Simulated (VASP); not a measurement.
Method: PBEsol GGA, VASP's PBE PAW potentials (set 64) (plane waves; VASP 6.6.1).

VASP input:

### POSCAR
```
Mg2ZnO3
1.0
  2.9965640279   0.0000000000   0.0000000000
 -1.4982820140   2.5951005244   0.0000000000
  0.0000000000   0.0000000000   7.3097359198
Mg Zn O
2 1 3
Cartesian
 -0.0000014983   1.7300678813   4.8682351247
  1.4982835122   0.8650326431   2.4415007951
  2.9965640279   0.0000000000   7.3097359198
 -0.0000014983   1.7300678813   1.2576300901
  1.4982835122   0.8650326431   6.0521058297
  2.9965640279   0.0000000000   3.6548679599
```

INCAR:
```
# general
SYSTEM   = Mg2ZnO3
PREC     = Accurate
ENCUT    = 520   # plane-wave cut-off (eV)
LREAL    = .False.
LASPH    = .True.

# electronic loop
EDIFF    = 1E-8   # SCF stop (eV)
NELM     = 100   # most electronic steps
ALGO     = Normal
LMAXMIX  = 4   # l cut-off of mixed one-centre charges

# smearing
ISMEAR   = 0
SIGMA    = 0.01

# functional
GGA      = PS

# ions
IBRION   = 8   # DFPT with symmetry
NSW      = 1   # most ionic steps

# output
LWAVE    = .False.
LCHARG   = .False.

# other
LEPSILON = .True.
```

**KPOINTS**
```
Automatic mesh
0
Gamma
9 9 3
0 0 0
```

POTCAR, in this order: Mg Zn O (PBE.64 set). Program: vasp_std.

Output

**OSZICAR**
```
...
RMM:  12    -0.442518634973E-02   -0.39784E-09   -0.39702E-09  2307   0.128E-05    0.230E-06
 Linear response progress:
  Degree of freedom:   3/  8
       N       E                     dE             d eps       ncg     rms          rms(c)
RMM:   1    -0.207753938397E+00   -0.20775E+00    0.25378E-02  4624   0.262E+00
RMM:   2    -0.207211094040E+00    0.54284E-03   -0.45722E-03  4415   0.562E-01    0.103E-01
RMM:   3    -0.206847779523E+00    0.36331E-03   -0.23774E-04  4961   0.970E-02    0.612E-02
RMM:   4    -0.206252132100E+00    0.59565E-03   -0.25509E-05  4999   0.396E-02    0.380E-03
RMM:   5    -0.206209384699E+00    0.42747E-04   -0.11770E-06  5086   0.509E-03    0.119E-03
RMM:   6    -0.206196805681E+00    0.12579E-04   -0.44897E-07  5096   0.176E-03    0.237E-04
RMM:   7    -0.206194745894E+00    0.20598E-05   -0.55248E-08  5076   0.476E-04    0.536E-05
RMM:   8    -0.206194739564E+00    0.63303E-08   -0.98084E-09  5468   0.114E-04    0.172E-05
 Linear response progress:
  Degree of freedom:   4/  8
       N       E                     dE             d eps       ncg     rms          rms(c)
RMM:   1    -0.226090602787E+00   -0.22609E+00    0.29948E-02  2222   0.273E+00
RMM:   2    -0.221771314381E+00    0.43193E-02   -0.47995E-04  2084   0.637E-01    0.123E-01
RMM:   3    -0.221248288786E+00    0.52303E-03   -0.91366E-04  2239   0.189E-01    0.831E-02
RMM:   4    -0.220643351913E+00    0.60494E-03   -0.26748E-04  2269   0.101E-01    0.403E-02
RMM:   5    -0.220182058435E+00    0.46129E-03   -0.20962E-04  2286   0.815E-02    0.881E-03
RMM:   6    -0.220209553881E+00   -0.27495E-04   -0.11045E-05  2291   0.170E-02    0.292E-03
RMM:   7    -0.220206084389E+00    0.34695E-05   -0.39187E-06  2293   0.649E-03    0.854E-04
RMM:   8    -0.220211381664E+00   -0.52973E-05    0.13834E-07  2293   0.128E-03    0.223E-04
RMM:   9    -0.220210984240E+00    0.39742E-06   -0.96896E-08  2284   0.350E-04    0.422E-05
RMM:  10    -0.220210997515E+00   -0.13275E-07   -0.30586E-08  2298   0.888E-05    0.819E-06
RMM:  11    -0.220210976761E+00    0.20755E-07   -0.13691E-08  2296   0.218E-05    0.276E-06
RMM:  12    -0.220210975130E+00    0.16310E-08   -0.47522E-09  2111   0.735E-06    0.823E-07
 Linear response progress:
  Degree of freedom:   5/  8
       N       E                     dE             d eps       ncg     rms          rms(c)
RMM:   1    -0.356904440457E+00   -0.35690E+00    0.48601E-01 10315   0.430E+00
RMM:   2    -0.354109922225E+00    0.27945E-02   -0.97603E-03  8060   0.829E-01    0.155E-01
RMM:   3    -0.355435100983E+00   -0.13252E-02   -0.73797E-04  7565   0.197E-01    0.918E-02
RMM:   4    -0.357272166713E+00   -0.18371E-02   -0.41637E-04  7127   0.142E-01    0.164E-02
RMM:   5    -0.357165372895E+00    0.10679E-03   -0.20225E-05  8861   0.333E-02    0.516E-03
RMM:   6    -0.357149427948E+00    0.15945E-04   -0.79553E-07  8612   0.673E-03    0.995E-04
RMM:   7    -0.357157274878E+00   -0.78469E-05   -0.11558E-06  8819   0.199E-03    0.325E-04
RMM:   8    -0.357152723694E+00    0.45512E-05    0.73205E-07  8936   0.633E-04    0.386E-05
RMM:   9    -0.357152500031E+00    0.22366E-06   -0.23492E-07 10957   0.186E-04    0.223E-05
RMM:  10    -0.357152556948E+00   -0.56917E-07    0.58897E-08 12279   0.866E-05    0.356E-06
RMM:  11    -0.357152545533E+00    0.11415E-07    0.32088E-08 12557   0.545E-05    0.254E-06
RMM:  12    -0.357152556369E+00   -0.10835E-07    0.12337E-08 12404   0.474E-05    0.628E-07
RMM:  13    -0.357152553114E+00    0.32542E-08    0.62866E-09 11470   0.460E-05    0.350E-07
 Linear response progress:
  Degree of freedom:   6/  8
       N       E                     dE             d eps       ncg     rms          rms(c)
RMM:   1    -0.390401169594E+00   -0.39040E+00    0.49281E-01  2555   0.426E+00
RMM:   2    -0.386133144448E+00    0.42680E-02   -0.90130E-03  2093   0.815E-01    0.224E-01
RMM:   3    -0.386682209691E+00   -0.54907E-03   -0.14512E-03  1938   0.272E-01    0.114E-01
RMM:   4    -0.387821047124E+00   -0.11388E-02   -0.14084E-03  2121   0.193E-01    0.231E-02
RMM:   5    -0.387813357157E+00    0.76900E-05   -0.48022E-05  2168   0.502E-02    0.153E-02
RMM:   6    -0.387725736290E+00    0.87621E-04   -0.73884E-06  2249   0.211E-02    0.335E-03
RMM:   7    -0.387704279939E+00    0.21456E-04   -0.11501E-06  2185   0.621E-03    0.154E-03
RMM:   8    -0.387695808277E+00    0.84717E-05   -0.38390E-07  2184   0.260E-03    0.913E-04
RMM:   9    -0.387692322151E+00    0.34861E-05    0.64586E-08  2284   0.112E-03    0.303E-04
RMM:  10    -0.387694499039E+00   -0.21769E-05   -0.10593E-07  2261   0.604E-04    0.702E-05
RMM:  11    -0.387694089047E+00    0.40999E-06    0.13580E-08  2277   0.159E-04    0.359E-05
RMM:  12    -0.387694221359E+00   -0.13231E-06   -0.13171E-08  2269   0.655E-05    0.962E-06
RMM:  13    -0.387694244249E+00   -0.22890E-07   -0.51132E-10  2178   0.178E-05    0.339E-06
RMM:  14    -0.387694250964E+00   -0.67157E-08   -0.20547E-10  2037   0.707E-06    0.924E-07
 Linear response progress:
  Degree of freedom:   7/  8
       N       E                     dE             d eps       ncg     rms          rms(c)
RMM:   1    -0.354786466746E+00   -0.35479E+00    0.45090E-01  5548   0.349E+00
RMM:   2    -0.354796540790E+00   -0.10074E-04   -0.47827E-03  4827   0.343E-01    0.124E-01
RMM:   3    -0.356170672982E+00   -0.13741E-02   -0.48890E-04  4048   0.126E-01    0.683E-02
RMM:   4    -0.358233757799E+00   -0.20631E-02   -0.57565E-04  4046   0.129E-01    0.182E-02
RMM:   5    -0.358181590343E+00    0.52167E-04   -0.13381E-05  4863   0.243E-02    0.213E-03
RMM:   6    -0.358199914445E+00   -0.18324E-04   -0.43251E-07  4978   0.406E-03    0.110E-03
RMM:   7    -0.358192387241E+00    0.75272E-05   -0.39486E-09  5037   0.109E-03    0.325E-04
RMM:   8    -0.358197276335E+00   -0.48891E-05    0.29008E-08  4386   0.463E-04    0.366E-05
RMM:   9    -0.358197415047E+00   -0.13871E-06    0.16419E-08  5178   0.129E-04    0.874E-06
RMM:  10    -0.358197573207E+00   -0.15816E-06   -0.97231E-10  5320   0.360E-05    0.330E-06
RMM:  11    -0.358197502843E+00    0.70364E-07   -0.65569E-09  5460   0.158E-05    0.799E-07
RMM:  12    -0.358197509772E+00   -0.69286E-08   -0.56622E-09  5272   0.909E-06    0.526E-07
 Linear response progress:
  Degree of freedom:   8/  8
       N       E                     dE             d eps       ncg     rms          rms(c)
RMM:   1    -0.388195360756E+00   -0.38820E+00    0.46838E-01  2436   0.356E+00
RMM:   2    -0.386995112078E+00    0.12002E-02   -0.42811E-03  2204   0.373E-01    0.127E-01
RMM:   3    -0.387628186023E+00   -0.63307E-03   -0.13464E-03  2012   0.194E-01    0.633E-02
RMM:   4    -0.389063228317E+00   -0.14350E-02   -0.17957E-03  2230   0.184E-01    0.159E-02
RMM:   5    -0.388999089193E+00    0.64139E-04   -0.26004E-05  2232   0.294E-02    0.936E-03
RMM:   6    -0.388905917631E+00    0.93172E-04   -0.40277E-06  2152   0.136E-02    0.204E-03
RMM:   7    -0.388950760320E+00   -0.44843E-04   -0.81087E-07  2092   0.505E-03    0.572E-04
RMM:   8    -0.388944856947E+00    0.59034E-05   -0.52920E-08  2262   0.127E-03    0.147E-04
RMM:   9    -0.388943685122E+00    0.11718E-05   -0.11417E-08  2262   0.241E-04    0.514E-05
RMM:  10    -0.388943452408E+00    0.23271E-06   -0.60026E-09  2281   0.111E-04    0.166E-05
RMM:  11    -0.388943446314E+00    0.60938E-08   -0.12002E-09  2289   0.299E-05    0.433E-06
 Linear response finished
```

### OUTCAR
```
------------------------ aborting loop because EDIFF is reached ----------------------------------------

 HEAD OF MICROSCOPIC STATIC DIELECTRIC TENSOR (INDEPENDENT PARTICLE, excluding Hartree and local field effects)
 ------------------------------------------------------
           3.846005    -0.000000     0.000000
          -0.000000     3.846005     0.000000
          -0.000000    -0.000000     3.875520
 ------------------------------------------------------

 MACROSCOPIC STATIC DIELECTRIC TENSOR (including local field effects in DFT)
 ------------------------------------------------------
           3.748795    -0.000000     0.000000
          -0.000000     3.748795     0.000000
          -0.000000     0.000000     3.676709
 ------------------------------------------------------

 PIEZOELECTRIC TENSOR (including local field effects)  for field in x, y, z        (e  Angst)
          XX          YY          ZZ          XY          YZ          ZX
  --------------------------------------------------------------------------------
  x     0.00000     0.00000     0.00000     0.00000     0.00000     0.00000
  y     0.00000     0.00000     0.00000     0.00000     0.00000     0.00000
  z     0.00000     0.00000     0.00000     0.00000     0.00000     0.00000

 PIEZOELECTRIC TENSOR (including local field effects)  for field in x, y, z        (C/m^2)
          XX          YY          ZZ          XY          YZ          ZX
  --------------------------------------------------------------------------------
  x     0.00000     0.00000     0.00000     0.00000     0.00000     0.00000
  y     0.00000     0.00000     0.00000     0.00000     0.00000     0.00000
  z     0.00000     0.00000     0.00000     0.00000     0.00000     0.00000

 BORN EFFECTIVE CHARGES (including local field effects) (in |e|, cummulative output)
 ---------------------------------------------------------------------------------
 ion    1
    1     1.98636    -0.00000    -0.00000
    2    -0.00000     1.98636    -0.00000
    3    -0.00000     0.00000     2.21030
 ion    2
    1     1.98636    -0.00000    -0.00000
    2    -0.00000     1.98636    -0.00000
    3    -0.00000     0.00000     2.21030
 ion    3
    1     2.34302    -0.00000     0.00000
    2    -0.00000     2.34302     0.00000
    3     0.00000     0.00000     1.80248
 ion    4
    1    -2.16559     0.00000     0.00000
    2     0.00000    -2.16559    -0.00000
    3     0.00000    -0.00000    -1.99617
 ion    5
    1    -2.16559     0.00000     0.00000
    2     0.00000    -2.16559    -0.00000
    3     0.00000    -0.00000    -1.99617
 ion    6
    1    -1.98455     0.00000     0.00000
    2     0.00000    -1.98455     0.00000
    3     0.00000     0.00000    -2.23075

   1 f  =   18.428239 THz   115.788043 2PiTHz  614.699902 cm-1    76.213040 meV
             X         Y         Z           dx          dy          dz
     -0.000001  1.730068  4.868235     0.000000    0.000000   -0.469496
      1.498284  0.865033  2.441501    -0.000000    0.000000    0.469496
      0.000000  0.000000  0.000000     0.000000   -0.000000   -0.000000
     -0.000001  1.730068  1.257630     0.000000   -0.000000   -0.528747
      1.498284  0.865033  6.052106    -0.000000   -0.000000    0.528747
      0.000000  0.000000  3.654868     0.000000   -0.000000    0.000000

   2 f  =   17.190705 THz   108.012385 2PiTHz  573.420195 cm-1    71.095011 meV
             X         Y         Z           dx          dy          dz
     -0.000001  1.730068  4.868235    -0.000000    0.000000    0.222970
      1.498284  0.865033  2.441501    -0.000000    0.000000    0.222970
      0.000000  0.000000  0.000000     0.000000   -0.000000   -0.238397
     -0.000001  1.730068  1.257630     0.000000    0.000000    0.352079
      1.498284  0.865033  6.052106     0.000000    0.000000    0.352079
      0.000000  0.000000  3.654868     0.000000   -0.000000   -0.771891

   3 f  =   12.012094 THz    75.474212 2PiTHz  400.680326 cm-1    49.678007 meV
             X         Y         Z           dx          dy          dz
     -0.000001  1.730068  4.868235    -0.000000    0.000000    0.528747
      1.498284  0.865033  2.441501     0.000000    0.000000   -0.528747
      0.000000  0.000000  0.000000     0.000000    0.000000    0.000000
     -0.000001  1.730068  1.257630    -0.000000   -0.000000   -0.469496
      1.498284  0.865033  6.052106     0.000000   -0.000000    0.469496
      0.000000  0.000000  3.654868     0.000000   -0.000000   -0.000000

   4 f  =   11.317813 THz    71.111915 2PiTHz  377.521600 cm-1    46.806692 meV
             X         Y         Z           dx          dy          dz
     -0.000001  1.730068  4.868235     0.426926   -0.000223    0.000000
      1.498284  0.865033  2.441501     0.426926   -0.000223   -0.000000
      0.000000  0.000000  0.000000     0.016606   -0.000009    0.000000
     -0.000001  1.730068  1.257630    -0.163097    0.000085   -0.000000
      1.498284  0.865033  6.052106    -0.163097    0.000085    0.000000
      0.000000  0.000000  3.654868    -0.762884    0.000399   -0.000000

   5 f  =   11.317813 THz    71.111914 2PiTHz  377.521593 cm-1    46.806691 meV
             X         Y         Z           dx          dy          dz
     -0.000001  1.730068  4.868235    -0.000223   -0.426926    0.000000
      1.498284  0.865033  2.441501    -0.000223   -0.426926   -0.000000
      0.000000  0.000000  0.000000    -0.000009   -0.016606    0.000000
     -0.000001  1.730068  1.257630     0.000085    0.163097   -0.000000
      1.498284  0.865033  6.052106     0.000085    0.163097    0.000000
      0.000000  0.000000  3.654868     0.000399    0.762884   -0.000000

   6 f  =   11.013534 THz    69.200075 2PiTHz  367.371949 cm-1    45.548296 meV
             X         Y         Z           dx          dy          dz
     -0.000001  1.730068  4.868235     0.000000   -0.000000   -0.512787
      1.498284  0.865033  2.441501     0.000000   -0.000000   -0.512787
      0.000000  0.000000  0.000000     0.000000   -0.000000    0.102902
     -0.000001  1.730068  1.257630    -0.000000    0.000000    0.475561
      1.498284  0.865033  6.052106    -0.000000    0.000000    0.475561
      0.000000  0.000000  3.654868    -0.000000    0.000000    0.105800
...
```
(Selected blocks of OUTCAR.)

The structure comes from a computed database's Mg2ZnO3 entry (P-3m1); how it stands against other phases isn't given here. It was relaxed first.
